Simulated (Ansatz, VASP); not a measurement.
# Ta3Al in VASP and in Ansatz

Contents of INCAR:

```
SYSTEM = Ta3Al
ALGO     = Fast           ! electronic algorithm
EDIFF    = 1E-6           ! SCF threshold, eV
ENCUT    = 520            ! plane-wave cutoff, eV
GGA      = PE             ! functional
ISIF     = 2              ! what is computed and relaxed
ISMEAR   = 0              ! smearing method
LASPH    = .TRUE.         ! aspherical terms in the spheres
LCHARG   = .FALSE.        ! write CHGCAR
LREAL    = .FALSE.        ! projectors in reciprocal space
LWAVE    = .FALSE.        ! write WAVECAR
NBANDS   = 26             ! bands
NELM     = 60             ! most SCF steps
PREC     = Accurate       ! precision mode
SIGMA    = 0.1            ! smearing width, eV
```

The input KPOINTS:

```
k-points
0
G
  6 6 4
  0 0 0
```

The input POSCAR:

```
Ta3Al
1.0
    4.0112701900      0.0000000000      0.0000000000
   -2.0056351000      3.4738618900      0.0000000000
    0.0000000000      0.0000000000      4.5450183300
Ta Al
3 1
Direct
    0.0000000000      0.0000000000      0.5000000000
    0.3333333300      0.6666666700      0.7755607000
    0.6666666700      0.3333333300      0.2244393000
    0.0000000000      0.0000000000      0.0000000000
```

Input for Ansatz:

```yaml
crystal:
  lattice:
    - [4.01127019, 0.0, 0.0]
    - [-2.0056351, 3.47386189, 0.0]
    - [0.0, 0.0, 4.54501833]
  atoms:
    - { symbol: Ta, position: [0.0, 0.0, 0.5] }
    - { symbol: Ta, position: [0.33333333, 0.66666667, 0.7755607] }
    - { symbol: Ta, position: [0.66666667, 0.33333333, 0.2244393] }
    - { symbol: Al, position: [0.0, 0.0, 0.0] }
basis:
  ecutwfc: 420
kpoints:
  mp_grid: { grid: [6, 6, 4] }
hamiltonian:
  xc: pbe
scf:
  occupations: { method: gaussian, width: 0.1 }
  lower_state_search: "off"
output:
  forces: true
  stress: true
  eigenvalues: true
```

Alike in both runs: task single point; functional PBE; k mesh 6 × 6 × 4; occupations gaussian, width 0.1 eV; no spin polarisation.

|  | VASP | Ansatz |
| --- | --- | --- |
| version | VASP 6.6.1 | Ansatz 0.2.0 |
| potentials or method | VASP PAW PBE potentials, release 64 (Ta_pv, Al) | scalar-relativistic, plane waves, PAW |
| plane-wave cutoff (eV) | 520 | 420 |
| valence electrons in the cell | 36 | 42 |

Ansatz gave:

| Property | Result |
| --- | --- |
| gap on the k mesh at the Fermi level (eV) | none |
| rms of the force components (eV/Å) | 0.070 |

Question: What did VASP give for the same quantities?

Answer: gap on the k mesh at the Fermi level (eV): none; rms of the force components (eV/Å): 0.073.

Atom by atom the forces differ by 0.003 eV/Å (rms over components). A gap of «none» marks a metal or a gap that the smearing closes. The two sets of potentials don't hold the same shells in valence.

 Spin-orbit coupling is left out, which matters for the levels of Ta.
